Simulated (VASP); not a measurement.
Level of theory: PBE GGA, VASP's PBE PAW potentials (set 64) (plane waves; VASP 6.6.1).

A VASP calculation is set up with these files.

File POSCAR:
```
NiO
1.0
  4.0964000000   2.0482000000   2.0482000000
  2.0482000000   4.0964000000   2.0482000000
  2.0482000000   2.0482000000   4.0964000000
Ni O
2 2
Direct
  0.0000000000   0.0000000000   0.0000000000
  0.5000000000   0.5000000000   0.5000000000
  0.2500000000   0.2500000000   0.2500000000
  0.7500000000   0.7500000000   0.7500000000
```

File KPOINTS:
```
Automatic mesh
0
G
6 6 6
0 0 0
```

INCAR:
```
ALGO  =  Normal
EDIFF  =  1E-6
ENCUT  =  400
GGA  =  PE
ISIF  =  2
ISMEAR  =  -1
ISPIN  =  2
LASPH  =  .True.
LCHARG  =  .False.
LMAXMIX  =  4
LORBIT  =  11
LREAL  =  .False.
LWAVE  =  .False.
MAGMOM  =  2.0 -2.0 2*0.0
NELM  =  100
PREC  =  Accurate
SIGMA  =  0.02
SYSTEM  =  NiO
```

POTCAR, in this order: Ni O (PBE.64 set). Program: vasp_std.

At this cut-off the stress carries a Pulay error, which pulls relaxed volumes low.

**Question.** Predict the energy per atom (σ→0), cell moment, pressure.

**Answer.** 
The energy per atom (σ→0) is -5.852 eV/atom, the cell moment is 0.00 μB and the pressure is 9.31 GPa.

### OSZICAR
```
...
DAV:   9    -0.233976854075E+02    0.63713E-01   -0.93818E-02  3976   0.847E+00    0.115E+00
DAV:  10    -0.234079418932E+02   -0.10256E-01   -0.51558E-02  3348   0.263E+00    0.407E-01
DAV:  11    -0.234080292286E+02   -0.87335E-04   -0.31185E-03  3196   0.157E+00    0.111E-01
DAV:  12    -0.234081638532E+02   -0.13462E-03   -0.10266E-03  3464   0.358E-01    0.554E-02
DAV:  13    -0.234081590447E+02    0.48084E-05   -0.86969E-05  3888   0.139E-01    0.182E-02
DAV:  14    -0.234081620388E+02   -0.29941E-05   -0.13513E-05  2788   0.551E-02    0.182E-02
DAV:  15    -0.234081619521E+02    0.86680E-07   -0.18994E-06  1832   0.294E-02
   1 F= -.23408162E+02 E0= -.23408162E+02  d E =-.972329E-12  mag=     0.0000
```

The structure is a typed NiO crystal (Fm-3m). The cell was not relaxed at this level, and its volume differs by -5.9 % from the start's. The k-mesh is coarse (spacing up to 0.42 per Å, 2π included), so the numbers may not be converged in it.
